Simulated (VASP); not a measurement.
These are vdW-DF2, VASP's PBE PAW potentials (set 64) (plane waves; VASP) values and carry that method's errors.

VASP input:

File POSCAR:
```
SiC
1
   -0.0000000000     2.2131349014     2.2131349014
    2.2131349014    -0.0000000000     2.2131349014
    2.2131349014     2.2131349014     0.0000000000
Si C
1 1
Direct
  0.0000000000   0.0000000000   0.0000000000
  0.2500000000   0.2500000000   0.2500000000
```

**INCAR**
```
SYSTEM  =  SiC
PREC  =  Accurate; ENCUT  =  520; LREAL  =  .FALSE.
LASPH  =  .TRUE.
EDIFF  =  1E-6; NELM  =  100; ALGO  =  Normal
ISMEAR  =  0; SIGMA  =  0.05
GGA  =  ML; LUSE_VDW  =  .TRUE.; AGGAC  =  0.0
ZAB_VDW  =  -1.8867
IBRION  =  2; NSW  =  60; ISIF  =  3
EDIFFG  =  -0.01
LWAVE  =  .FALSE.; LCHARG  =  .FALSE.
```

KPOINTS:
```
Regular mesh
0
G
  9 9 9
0 0 0
```

POTCAR, in this order: Si C (PBE.64 set). Program: vasp_std.

The resulting files:

File OUTCAR:
```
 ion  position               nearest neighbor table
   1  0.000  0.000  0.000-   2 1.92   2 1.92   2 1.92   2 1.92
   2  0.250  0.250  0.250-   1 1.92   1 1.92   1 1.92   1 1.92
  LATTYP: Found a face centered cubic cell.
 ALAT       =     4.4262698028
 Subroutine PRICEL returns:
 Original cell was already a primitive cell.
 Subroutine GETGRP returns: Found 24 space group operations
The static configuration has the point symmetry T_d .
The dynamic configuration has the point symmetry T_d .
 Subroutine INISYM returns: Found 24 space group operations
 Subroutine IBZKPT returns following result:
 Found     35 irreducible k-points:

 Following reciprocal coordinates:
            Coordinates               Weight
  0.000000  0.000000  0.000000      1.000000
  0.111111  0.000000  0.000000      8.000000
  0.222222  0.000000  0.000000      8.000000
  0.333333  0.000000  0.000000      8.000000
  0.444444  0.000000  0.000000      8.000000
  0.111111  0.111111  0.000000      6.000000
  0.222222  0.111111  0.000000     24.000000
  0.333333  0.111111  0.000000     24.000000
  0.444444  0.111111  0.000000     24.000000
...
```

### OSZICAR
```
       N       E                     dE             d eps       ncg     rms          rms(c)
DAV:   1     0.943972249875E+01    0.94397E+01   -0.40135E+03   560   0.832E+02
DAV:   2    -0.132548245288E+02   -0.22695E+02   -0.22060E+02   800   0.113E+02
DAV:   3    -0.137665147731E+02   -0.51169E+00   -0.51169E+00   680   0.204E+01
DAV:   4    -0.137684655093E+02   -0.19507E-02   -0.19507E-02   840   0.130E+00
DAV:   5    -0.137684675063E+02   -0.19970E-05   -0.19970E-05   656   0.276E-02    0.837E+00
DAV:   6    -0.115993269466E+02    0.21691E+01   -0.11129E+01   600   0.190E+01    0.294E+00
DAV:   7    -0.116159494205E+02   -0.16622E-01   -0.30232E-01   848   0.448E+00    0.167E+00
DAV:   8    -0.116257059074E+02   -0.97565E-02   -0.69356E-02   672   0.255E+00    0.252E-01
DAV:   9    -0.116259938861E+02   -0.28798E-03   -0.12437E-03   840   0.366E-01    0.183E-01
DAV:  10    -0.116261364465E+02   -0.14256E-03   -0.82883E-04   592   0.284E-01    0.287E-02
DAV:  11    -0.116261507123E+02   -0.14266E-04   -0.30811E-05   728   0.556E-02    0.237E-02
DAV:  12    -0.116261550768E+02   -0.43645E-05   -0.13232E-05   592   0.444E-02    0.256E-03
DAV:  13    -0.116261555640E+02   -0.48715E-06   -0.34888E-07   416   0.539E-03
   1 F= -.11626156E+02 E0= -.11626156E+02  d E =-.116262E+02
```

### OUTCAR
```
------------------------ aborting loop because EDIFF is reached ----------------------------------------
  FORCE on cell =-STRESS in cart. coord.  units (eV):
  Direction    XX          YY          ZZ          XY          YZ          ZX
  --------------------------------------------------------------------------------------
  Total       -0.0060013     -0.0060013     -0.0060013     -0.0000000     -0.0000000      0.0000000
  in kB       -0.4435058     -0.4435058     -0.4435058     -0.0000000     -0.0000000      0.0000000
  external PRESSURE =      -0.4435058 kB  Pullay stress =       0.0000000 kB
  volume of cell :       21.68
      direct lattice vectors                 reciprocal lattice vectors
     0.000000000  2.213134901  2.213134901    -0.225923869  0.225923869  0.225923869
     2.213134901  0.000000000  2.213134901     0.225923869 -0.225923869  0.225923869
     2.213134901  2.213134901  0.000000000     0.225923869  0.225923869 -0.225923869
  FREE ENERGIE OF THE ION-ELECTRON SYSTEM (eV)
  ---------------------------------------------------
  free  energy   TOTEN  =       -11.6261555640 eV

  energy  without entropy=      -11.6261555640  energy(sigma->0) =      -11.62615556

 reached required accuracy - stopping structural energy minimisation
```
(Selected blocks of OUTCAR.)

The compound is SiC in the zinc blende structure. It was relaxed first. The start is the result of an earlier pass.
